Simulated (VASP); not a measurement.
An input for Ansatz (written as the equivalent of a VASP run, and not itself run):

Ansatz 0.2 input:
```yaml
crystal:
  lattice:
    - [1.6585090, -2.8726218, 0.0000000]
    - [1.6585090, 2.8726218, 0.0000000]
    - [0.0000000, 0.0000000, 5.1621779]
  atoms:
    - { symbol: Sc, position: [0.3333330, 0.6666670, 0.2500000] }
    - { symbol: Sc, position: [0.6666670, 0.3333330, 0.7500000] }
kpoints:
  mp_grid: { grid: [12, 12, 8] }
hamiltonian:
  xc: pbe
  pseudopotentials: { kind: paw }
scf:
  occupations: { method: methfessel_paxton, width: 0.1 }
  max_iter: 100
relax:
  max_steps: 40
  f_tol: 0.01
  cell: { p_target: 15 }
output: { forces: true, stress: true, eigenvalues: true }
```

### Question
Write the VASP files for the same calculation (PBE).

### Answer
One answer among several that fit: 
INCAR:
```
PREC=Accurate
EDIFF=1E-7   ! SCF stop (eV)
ISMEAR=1
LREAL=.FALSE.
LMAXMIX=4   ! l cut-off of mixed one-centre charges
PSTRESS=150
LCHARG=.FALSE.
ENCUT=480
SIGMA=0.1   ! width (eV)
GGA=PE   ! PBE
LASPH=.TRUE.
NSW=40
ALGO=Normal   ! blocked Davidson
ISIF=3   ! ions, shape and volume
IBRION=2   ! conjugate gradients
SYSTEM=Sc
LWAVE=.FALSE.
EDIFFG=-0.01   ! ionic stop
NELM=100   ! most electronic steps
```

**POSCAR**
```
Sc
1
    1.6585090230    -2.8726218055     0.0000000000
    1.6585090230     2.8726218055    -0.0000000000
    0.0000000000     0.0000000000     5.1621778764
Sc
2
Direct
  0.3333330000   0.6666670000   0.2500000000
  0.6666670000   0.3333330000   0.7500000000
```

### KPOINTS
```
Regular mesh
0
gamma
  12 12 8
0 0 0
```

POTCAR, in this order: Sc_sv (PBE.64 set). Program: vasp_std.

What does not carry over: each code has its own PAW files, so the cut-off isn't converted (ENCUT is set for VASP's; basis.ecutwfc is left out, and Ansatz then takes the one that its files recommend); Ansatz stops its SCF on the density residual and VASP on the energy change (EDIFF).

The compound is Sc in the hcp structure. This run relaxes it under an external pressure of 15 GPa. Symmetry was kept, so distortions that lower it aren't found.
